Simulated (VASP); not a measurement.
Crystal: TeRu.

```
Ru Te
1.0
     3.79508    0.00000    0.00000
    -1.89754    3.28664    0.00000
     0.00000    0.00000    3.70381
Ru Te
1 1
Direct
  0.00000 0.00000 0.00000
  0.66667 0.33333 0.50000
```

The cell comes from a database or a generator and needn't be the stable form of this composition.

Base run:

| Quantity | Value |
| --- | --- |
| Program | VASP 6.6.1 |
| Functional | PBEsol |
| Potentials or basis | VASP PAW PBE potentials, release 64 (Ru_pv, Te) |
| Cutoff | 520 eV |
| k mesh | 6 × 6 × 5 |
| Occupations | gaussian, width 0.05 eV |
| Spin | collinear spin, zero start |
| Starting moments | [0.0, 0.0] μB |
| Hubbard terms | Ru d U = 2 eV |

Its results: band gap on the k mesh none (metal or under the smearing width); pressure -18.2 GPa; net moment 0.00 μB per cell.

Q: The run is repeated on the same cell with these changes: hubbard terms from Ru d U = 2 eV to Ru d U = 4 eV; further incar settings from ALGO = Normal; EDIFF = 1e-06 to ALGO = Fast; EDIFF = 1e-07. What comes out?

A: Band gap on the k mesh none (metal or under the smearing width); pressure -17.3 GPa; net moment 0.00 μB per cell.

Caveats: the PAW data sets were made with another functional, which shifts forces and pressure a little; the U is typed as a test and isn't derived for this compound.
